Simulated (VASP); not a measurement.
All values below come from PBE GGA, VASP's PBE PAW potentials (set 64) (plane waves; VASP).

A VASP calculation is set up with these files.

**INCAR**
```
LASPH  =  T   # aspherical one-centre terms
ISIF  =  3   # ions, shape and volume
LREAL  =  F
PSTRESS  =  450   # kbar
EDIFF  =  1E-6
ALGO  =  Normal   # blocked Davidson
LCHARG  =  F
SIGMA  =  0.1
LMAXMIX  =  6
EDIFFG  =  -0.02   # ionic stop
GGA  =  PE   # PBE
IBRION  =  2   # conjugate gradients
ENCUT  =  500   # plane-wave cut-off (eV)
SYSTEM  =  AuAl2
PREC  =  Accurate
NSW  =  40   # most ionic steps
NELM  =  100   # most electronic steps
ISMEAR  =  1
LWAVE  =  F
```

File KPOINTS:
```
Automatic mesh
0
Gamma
10 10 10
0 0 0
```

**POSCAR**
```
AuAl2
1
    0.0000000000     2.7934167470     2.7934167470
    2.7934167470    -0.0000000000     2.7934167470
    2.7934167470     2.7934167470    -0.0000000000
Al Au
2 1
Direct
  0.2500000000   0.2500000000   0.2500000000
  0.7500000000   0.7500000000   0.7500000000
  0.0000000000   1.0000000000   1.0000000000
```

POTCAR, in this order: Al Au (PBE.64 set). Program: vasp_std.

The resulting files:

File OSZICAR:
```
       N       E                     dE             d eps       ncg     rms          rms(c)
DAV:   1     0.627334358145E+02    0.62733E+02   -0.73303E+03  1184   0.116E+03
DAV:   2    -0.105567127119E+02   -0.73290E+02   -0.68696E+02  1264   0.216E+02
DAV:   3    -0.122502018433E+02   -0.16935E+01   -0.16677E+01  1428   0.318E+01
DAV:   4    -0.122623646111E+02   -0.12163E-01   -0.12161E-01  1316   0.320E+00
DAV:   5    -0.122625406122E+02   -0.17600E-03   -0.17599E-03  1436   0.403E-01    0.122E+01
DAV:   6    -0.108017718109E+02    0.14608E+01   -0.64107E+00  1280   0.296E+01    0.439E+00
DAV:   7    -0.107233236993E+02    0.78448E-01   -0.21134E-01  1228   0.528E+00    0.228E+00
DAV:   8    -0.106830180643E+02    0.40306E-01   -0.15201E-02  1292   0.115E+00    0.395E-01
DAV:   9    -0.106824114088E+02    0.60666E-03   -0.16011E-03  1296   0.477E-01    0.193E-01
DAV:  10    -0.106824960094E+02   -0.84601E-04   -0.15668E-04  1216   0.116E-01    0.295E-02
DAV:  11    -0.106824876068E+02    0.84026E-05   -0.37015E-06  1380   0.171E-02    0.954E-03
DAV:  12    -0.106824887297E+02   -0.11229E-05   -0.15716E-06  1068   0.104E-02    0.329E-03
DAV:  13    -0.106824889038E+02   -0.17411E-06   -0.11850E-07   656   0.415E-03
   1 F= 0.15619567E+01 E0= 0.15620856E+01  d E =0.156196E+01
```

File OUTCAR:
```
------------------------ aborting loop because EDIFF is reached ----------------------------------------
  FORCE on cell =-STRESS in cart. coord.  units (eV):
  Direction    XX          YY          ZZ          XY          YZ          ZX
  --------------------------------------------------------------------------------------
  Total       12.2181732     12.2181732     12.2181732      0.0000000      0.0000000      0.0000000
  in kB      449.0344538    449.0344538    449.0344538      0.0000000      0.0000000      0.0000000
  external PRESSURE =      -0.9655462 kB  Pullay stress =     450.0000000 kB
  volume of cell :       43.60
      direct lattice vectors                 reciprocal lattice vectors
     0.000000000  2.793416747  2.793416747    -0.178992268  0.178992268  0.178992268
     2.793416747  0.000000000  2.793416747     0.178992268 -0.178992268  0.178992268
     2.793416747  2.793416747  0.000000000     0.178992268  0.178992268 -0.178992268
 POSITION                                       TOTAL-FORCE (eV/Angst)
 -----------------------------------------------------------------------------------
      1.39671      1.39671      1.39671         0.000000      0.000000      0.000000
      4.19013      4.19013      4.19013        -0.000000     -0.000000     -0.000000
      0.00000      0.00000      0.00000         0.000000     -0.000000      0.000000
 -----------------------------------------------------------------------------------
    total drift:                                0.000000     -0.000000     -0.000000
  FREE ENERGIE OF THE ION-ELECTRON SYSTEM (eV)
  ---------------------------------------------------
  free  energy   TOTEN  =       -10.6824889038 eV

  energy  without entropy=      -10.6821021117  energy(sigma->0) =      -10.68235997
  enthalpy is  TOTEN    =         1.5619566521 eV   P V=       12.2444455560

 reached required accuracy - stopping structural energy minimisation
```
(Selected blocks of OUTCAR.)

File OUTCAR:
```
 val. band max:       10.4501921966   @ k =   0.5000   0.1000   0.0000

 cond. band min:      10.4986448648   @ k =   0.4000   0.1000   0.0000


 Fermi energy:        10.4893037089

 k-point     1 :       0.0000    0.0000    0.0000
  band No.  band energies     occupation
      1      -1.6944      2.00000
      2       2.6363      2.00000
      3       2.6363      2.00000
      4       2.6363      2.00000
      5       3.8301      2.00000
      6       3.8301      2.00000
      7      13.5389      0.00000
      8      13.5389      0.00000
      9      13.5389      0.00000
     10      14.4393      0.00000
     11      15.5403      0.00000
     12      15.5403      0.00000

 k-point     2 :       0.1000    0.0000    0.0000
  band No.  band energies     occupation
      1      -1.5390      2.00000
      2       2.5953      2.00000
      3       2.6793      2.00000
      4       2.6793      2.00000
      5       3.8200      2.00000
      6       3.8200      2.00000
      7      11.8418     -0.00000
      8      13.1734      0.00000
      9      13.1734      0.00000
     10      14.4390      0.00000
     11      15.9879      0.00000
     12      15.9879      0.00000

 k-point     3 :       0.2000    0.0000    0.0000
  band No.  band energies     occupation
      1      -1.0879      2.00000
      2       2.5053      2.00000
      3       2.7819      2.00000
      4       2.7819      2.00000
      5       3.8153      2.00000
      6       3.8153      2.00000
      7       9.4425      2.00000
      8      12.4283     -0.00000
      9      12.4283     -0.00000
     10      14.5535      0.00000
     11      15.8694      0.00000
     12      15.8694      0.00000

 k-point     4 :       0.3000    0.0000    0.0000
  band No.  band energies     occupation
      1      -0.4049      2.00000
      2       2.4617      2.00000
      3       2.8758      2.00000
      4       2.8758      2.00000
      5       3.8692      2.00000
      6       3.8692      2.00000
...
```

Unless said otherwise, spin-orbit coupling is left out, though it shifts the bands of the heavy elements here.

The compound is AuAl2 in the fluorite structure. It was relaxed first under an external pressure of 45 GPa. The electron count is odd and the run is not spin-polarised, which forces a metal.
